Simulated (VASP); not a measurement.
Method: PBEsol GGA, VASP's PBE PAW potentials (set 64) (plane waves; VASP).

A VASP calculation is set up with these files.

INCAR:
```
ALGO  =  Normal
EDIFF  =  1E-7
ENCUT  =  400
GGA  =  PS
ISIF  =  2
ISMEAR  =  -5
LASPH  =  .TRUE.
LCHARG  =  .TRUE.
LORBIT  =  11
LREAL  =  .FALSE.
LWAVE  =  .FALSE.
NEDOS  =  601
NELM  =  100
PREC  =  Accurate
SYSTEM  =  K
```

**POSCAR**
```
K
4.6484070
  0.0000000000   0.7071067444   0.7071067444
  0.7071067444   0.0000000000   0.7071067444
  0.7071067444   0.7071067444   0.0000000000
K
1
Cartesian
  0.0000000000   0.0000000000   0.0000000000
```

KPOINTS:
```
Automatic mesh
0
Gamma
11 11 11
0 0 0
```

POTCAR, in this order: K_sv (PBE.64 set). Program: vasp_std.

Output of the run:

### OUTCAR
```
 ion  position               nearest neighbor table
   1  0.000  0.000  0.000-
  LATTYP: Found a face centered cubic cell.
 ALAT       =     6.5738398812
 Subroutine PRICEL returns:
 Original cell was already a primitive cell.
 Subroutine GETGRP returns: Found 48 space group operations
The static configuration has the point symmetry O_h .
The dynamic configuration has the point symmetry O_h .
 Subroutine INISYM returns: Found 48 space group operations
 Subroutine IBZKPT returns following result:
 Found     56 irreducible k-points:

 Following reciprocal coordinates:
            Coordinates               Weight
  0.000000  0.000000  0.000000      1.000000
  0.090909  0.000000  0.000000      8.000000
  0.181818  0.000000  0.000000      8.000000
  0.272727  0.000000  0.000000      8.000000
  0.363636  0.000000  0.000000      8.000000
  0.454545  0.000000  0.000000      8.000000
  0.090909  0.090909  0.000000      6.000000
  0.181818  0.090909  0.000000     24.000000
  0.272727  0.090909  0.000000     24.000000
  0.363636  0.090909  0.000000     24.000000
  0.454545  0.090909  0.000000     24.000000
 -0.454545  0.090909  0.000000     24.000000
 -0.363636  0.090909  0.000000     24.000000
 -0.272727  0.090909  0.000000     24.000000
 -0.181818  0.090909  0.000000     24.000000
 -0.090909  0.090909  0.000000     12.000000
  0.181818  0.181818  0.000000      6.000000
  0.272727  0.181818  0.000000     24.000000
  0.363636  0.181818  0.000000     24.000000
  0.454545  0.181818  0.000000     24.000000
 -0.454545  0.181818  0.000000     24.000000
 -0.363636  0.181818  0.000000     24.000000
 -0.272727  0.181818  0.000000     24.000000
 -0.181818  0.181818  0.000000     12.000000
  0.272727  0.272727  0.000000      6.000000
...
```

**OSZICAR**
```
       N       E                     dE             d eps       ncg     rms          rms(c)
DAV:   1     0.395809083425E+02    0.39581E+02   -0.33028E+03   896   0.708E+02
DAV:   2    -0.114927481234E-01   -0.39592E+02   -0.39570E+02   912   0.199E+02
DAV:   3    -0.111494498237E+01   -0.11035E+01   -0.11029E+01  1424   0.308E+01
DAV:   4    -0.113529841976E+01   -0.20353E-01   -0.20338E-01  1320   0.330E+00
DAV:   5    -0.113568211692E+01   -0.38370E-03   -0.38523E-03  1528   0.252E-01    0.204E+00
DAV:   6    -0.113359815486E+01    0.20840E-02   -0.35719E-03  1400   0.493E-01    0.132E+00
DAV:   7    -0.113306632885E+01    0.53183E-03   -0.65237E-03  1176   0.617E-01    0.888E-02
DAV:   8    -0.113306967370E+01   -0.33448E-05   -0.54334E-04  1400   0.291E-01    0.315E-02
DAV:   9    -0.113308301742E+01   -0.13344E-04   -0.18421E-05  1384   0.465E-02    0.239E-02
DAV:  10    -0.113308106522E+01    0.19522E-05   -0.95314E-06  1264   0.277E-02    0.417E-03
DAV:  11    -0.113308076304E+01    0.30218E-06   -0.27593E-07  1376   0.464E-03    0.634E-04
DAV:  12    -0.113308065361E+01    0.10943E-06   -0.10870E-08   808   0.884E-04    0.262E-04
DAV:  13    -0.113308067762E+01   -0.24010E-07   -0.27779E-09   696   0.386E-04
   1 F= -.11330807E+01 E0= -.11330807E+01  d E =0.000000E+00
```

File OUTCAR:
```
------------------------ aborting loop because EDIFF is reached ----------------------------------------
  FORCE on cell =-STRESS in cart. coord.  units (eV):
  Direction    XX          YY          ZZ          XY          YZ          ZX
  --------------------------------------------------------------------------------------
  Total       -0.0018215     -0.0018215     -0.0018215     -0.0000000      0.0000000      0.0000000
  in kB       -0.0410895     -0.0410895     -0.0410895     -0.0000000      0.0000000      0.0000000
  external PRESSURE =      -0.0410895 kB  Pullay stress =       0.0000000 kB
  volume of cell :       71.02
      direct lattice vectors                 reciprocal lattice vectors
     0.000000000  3.286919941  3.286919941    -0.152118095  0.152118095  0.152118095
     3.286919941  0.000000000  3.286919941     0.152118095 -0.152118095  0.152118095
     3.286919941  3.286919941  0.000000000     0.152118095  0.152118095 -0.152118095
 POSITION                                       TOTAL-FORCE (eV/Angst)
 -----------------------------------------------------------------------------------
      0.00000      0.00000      0.00000        -0.000000     -0.000000     -0.000000
 -----------------------------------------------------------------------------------
    total drift:                               -0.000000     -0.000000     -0.000000
  FREE ENERGIE OF THE ION-ELECTRON SYSTEM (eV)
  ---------------------------------------------------
  free  energy   TOTEN  =        -1.1330806776 eV

  energy  without entropy=       -1.1330806776  energy(sigma->0) =       -1.13308068

 total charge

# of ion       s       p       d       tot
------------------------------------------
    1        1.980   5.544   0.005   7.529
```
(Selected blocks of OUTCAR.)

### OUTCAR
```
 val. band max:       -0.1272183032   @ k =  -0.2727   0.2727   0.0000

 cond. band min:      -0.0722505660   @ k =   0.4545   0.0000   0.0000


 Fermi energy:        -0.0627489301

 k-point     1 :       0.0000    0.0000    0.0000
  band No.  band energies     occupation
      1     -32.0587      2.00000
      2     -15.5664      2.00000
      3     -15.5664      2.00000
      4     -15.5664      2.00000
      5      -2.3012      2.00000
      6       4.1544      0.00000
      7       4.1544      0.00000
      8       4.1544      0.00000

 k-point     2 :       0.0909    0.0000    0.0000
  band No.  band energies     occupation
      1     -32.0583      2.00000
      2     -15.5726      2.00000
      3     -15.5673      2.00000
      4     -15.5673      2.00000
      5      -2.2013      2.00000
      6       3.8783      0.00000
      7       4.1936      0.00000
      8       4.1936      0.00000

 k-point     3 :       0.1818    0.0000    0.0000
  band No.  band energies     occupation
      1     -32.0574      2.00000
      2     -15.5891      2.00000
      3     -15.5696      2.00000
      4     -15.5696      2.00000
      5      -1.9067      2.00000
      6       3.2456      0.00000
      7       4.2500      0.00000
      8       4.2500      0.00000

 k-point     4 :       0.2727    0.0000    0.0000
  band No.  band energies     occupation
      1     -32.0561      2.00000
      2     -15.6106      2.00000
      3     -15.5725      2.00000
      4     -15.5725      2.00000
      5      -1.4334      2.00000
      6       2.4688      0.00000
      7       4.1856      0.00000
      8       4.1856      0.00000

 k-point     5 :       0.3636    0.0000    0.0000
  band No.  band energies     occupation
      1     -32.0550      2.00000
      2     -15.6301      2.00000
      3     -15.5752      2.00000
      4     -15.5752      2.00000
      5      -0.8079      2.00000
      6       1.6310      0.00000
      7       4.0436      0.00000
...
```

For a metal the tetrahedron method with Blöchl corrections gives inexact stress and forces.

The structure was generated: K was put into the fcc type (Fm-3m), which need not be its known phase. It was relaxed first.
